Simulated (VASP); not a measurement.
The system is Cu.

```
Cu
1.0
     0.00000    1.82500    1.82500
     1.82500    0.00000    1.82500
     1.82500    1.82500    0.00000
Cu
1
Direct
  0.00000 0.00000 0.00000
```

```yaml
Program: VASP 6.6.1
Task: relaxation of cell and atoms
Functional: LDA
Potentials_or_basis: VASP PAW LDA potentials, release 64 (Cu)
Cutoff: 600 eV
k_mesh: 20 × 20 × 20
Occupations: gaussian, width 0.1 eV
Spin: no spin polarisation
```

At the start: pressure -15.0 GPa; volume 12.16 Å³/atom.

Where does the relaxation end?

Over 13 steps the energy falls by 63.3 meV/atom and the volume is 10.95 Å³/atom (-10.0 %); space group Fm-3m (No. 225, to 0.05 Å).

Step by step:
```csv
step,energy change (eV),largest force (eV/Å),pressure (GPa),volume (Å³)
1,0.0000,0.0000,-14.96,12.16
2,-0.0365,0.0000,13.97,10.27
3,-0.0633,0.0000,0.16,10.94
4,-0.0632,0.0000,-0.54,10.97
5,-0.0633,0.0000,-0.48,10.96
6,-0.0633,0.0000,-0.18,10.96
7,-0.0633,0.0000,-0.39,10.96
8,-0.0633,0.0000,-0.21,10.96
9,-0.0633,0.0000,-0.35,10.96
10,-0.0633,0.0000,-0.27,10.95
11,-0.0633,0.0000,0.09,10.95
12,-0.0633,0.0000,-0.16,10.95
13,-0.0633,0.0000,0.03,10.95
```

Final structure:
```
Cu
1.0
     0.00000    1.76228    1.76228
     1.76228    0.00000    1.76228
     1.76228    1.76228    0.00000
Cu
1
Direct
  0.00000 0.00000 0.00000
```
